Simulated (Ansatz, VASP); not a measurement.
CdPdO3 in VASP and in Ansatz

Contents of INCAR:

```
SYSTEM = CdPdO3
ALGO = Normal ; EDIFF = 1E-8
ENCUT = 520 ; GGA = CA
ISIF = 2 ; ISMEAR = -1
LASPH = .TRUE. ; LCHARG = .FALSE.
LEFG = .TRUE. ; LREAL = .FALSE.
LWAVE = .FALSE. ; NBANDS = 28
NELM = 100 ; PREC = Accurate
SIGMA = 0.15
```

Contents of KPOINTS:

```
k-points
0
G
  10 10 10
  0 0 0
```

File POSCAR:

```
CdPdO3
1.0
    3.8529702570      0.0000000000      0.0000000000
    0.0000000000      3.8529702570      0.0000000000
    0.0000000000      0.0000000000      3.8529702570
Cd Pd O
1 1 3
Direct
    0.0000000000      0.0000000000      0.0000000000
    0.5000000000      0.5000000000      0.5000000000
    0.0000000000      0.5000000000      0.5000000000
    0.5000000000      0.0000000000      0.5000000000
    0.5000000000      0.5000000000      0.0000000000
```

Input for Ansatz:

```yaml
crystal:
  lattice:
    - [3.852970257, 0.0, 0.0]
    - [0.0, 3.852970257, 0.0]
    - [0.0, 0.0, 3.852970257]
  atoms:
    - { symbol: Cd, position: [0.0, 0.0, 0.0] }
    - { symbol: Pd, position: [0.5, 0.5, 0.5] }
    - { symbol: O, position: [0.0, 0.5, 0.5] }
    - { symbol: O, position: [0.5, 0.0, 0.5] }
    - { symbol: O, position: [0.5, 0.5, 0.0] }
basis:
  ecutwfc: 420
kpoints:
  mp_grid: { grid: [10, 10, 10] }
hamiltonian:
  xc: lda
scf:
  occupations: { method: fermi_dirac, width: 0.15 }
output:
  forces: true
  stress: true
  eigenvalues: true
  efg: {}
checkpoint:
  read: start.run
  write: ck
  compress: false
  write_wavefunctions: false
  write_every: 100000
```

Alike in both runs: task electric field gradients; functional LDA; k mesh 10 × 10 × 10; occupations fermi-dirac, width 0.15 eV; no spin polarisation.

|  | VASP | Ansatz |
| --- | --- | --- |
| version | VASP 6.6.1 | Ansatz 0.2.0 |
| potentials or method | VASP PAW LDA potentials, release 64 (Cd, Pd, O) | scalar-relativistic, plane waves, PAW |
| plane-wave cutoff (eV) | 520 | 420 |
| valence electrons in the cell | 40 | 56 |

|  | VASP | Ansatz | Ansatz less VASP |
| --- | --- | --- | --- |
| gap on the k mesh at the Fermi level (eV) | none | none | - |
| pressure (GPa) | 0.8 | 0.0 | -0.82 |
| Vzz of the field gradient on the site that differs most (V/Å²) | 149.4 | 149.2 | -0.15 |

A gap of «none» marks a metal or a gap that the smearing closes. The two sets of potentials don't hold the same shells in valence. Ansatz warned: «gradients_without_spin_orbit».
